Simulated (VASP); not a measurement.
Data:

```
MoS2
1.0
    1.59671    -2.76559     0.00000
    1.59671     2.76559     0.00000
    0.00000     0.00000    12.46609
Mo S
2 4
Cartesian
  1.59671   0.92186   3.11652
  1.59671  -0.92186   9.34957
  1.59671   0.92186  10.91936
  1.59671  -0.92186   4.68632
  1.59671  -0.92186   1.54673
  1.59671   0.92186   7.77977
```

Level of theory: optB88-vdW, VASP's PBE PAW potentials (set 64) (plane waves; VASP 6.6.1). Run with 520 eV cut-off, 9×9×2 Γ-centred mesh, tetrahedra with Blöchl corrections, potentials Mo_sv S.

The cores are frozen, which limits the accuracy of field gradients.

Problem. Give the principal components of the electric field gradient (V/Å²) and the asymmetry η at each nucleus.

Solution. 
```tsv
atom	Vxx	Vyy	Vzz	η
Mo1	40.5	40.5	-81.1	0.00
Mo2	40.5	40.5	-81.1	0.00
S3	25.9	25.9	-51.7	0.00
S4	25.9	25.9	-51.7	0.00
S5	25.9	25.9	-51.7	0.00
S6	25.9	25.9	-51.7	0.00
```

The compound is MoS2 in the 2H layered structure. It was relaxed first.
